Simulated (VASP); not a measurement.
A run of VASP 6.6.1:

Contents of INCAR:

```
SYSTEM = Sb2Pd
PREC = Accurate
ENCUT = 600
EDIFF = 1E-7
ISMEAR = 1
SIGMA = 0.1
LREAL = .False.
LASPH = .True.
NELM = 80
ALGO = Normal
ISIF = 3
LWAVE = .False.
LCHARG = .False.
GGA = PS
IBRION = 2
NSW = 90
EDIFFG = -0.005
KPAR = 4
```

Contents of KPOINTS:

```
Automatic mesh
0
Gamma
  6 6 6
  0 0 0
```

The input POSCAR:

```
Sb2Pd                                   
1.0
    6.4620575427     -0.0000000000     -0.0000000000
   -0.0000000000      6.4620575427      0.0000000000
   -0.0000000000      0.0000000000      6.4620575427
  Sb              Pd            
     8     4
Direct
     0.3727259681897014    0.3727259681897014    0.3727259681897014
     0.1272740318102986    0.6272740318102985    0.8727259681897015
     0.8727259681897015    0.1272740318102986    0.6272740318102985
     0.6272740318102985    0.8727259681897015    0.1272740318102986
     0.6272740318102985    0.6272740318102985    0.6272740318102985
     0.8727259681897015    0.3727259681897014    0.1272740318102986
     0.1272740318102986    0.8727259681897015    0.3727259681897014
     0.3727259681897014    0.1272740318102986    0.8727259681897015
     0.0000000000000000    0.0000000000000000    0.0000000000000000
     0.5000000000000000    0.0000000000000000    0.5000000000000000
     0.5000000000000000    0.5000000000000000    0.0000000000000000
     0.0000000000000000    0.5000000000000000    0.5000000000000000
```

Potentials or basis: VASP PAW PBE potentials, release 64 (Sb, Pd).

Run with:

```console
$ cat potpaw_PBE.64/Sb/POTCAR potpaw_PBE.64/Pd/POTCAR > POTCAR
$ mpirun -np 4 vasp_std > vasp.out
```

Hardware: 4 MPI ranks on AMD EPYC 9R45 (Zen 5) (shared host).

Question: Estimate the wall time of this run.

Answer: Wall time 4 min on 4 MPI ranks on AMD EPYC 9R45 (Zen 5) (shared host), peak memory 0.6 GiB a rank. Counts: scf iterations 42, k points 24, ion steps 5.
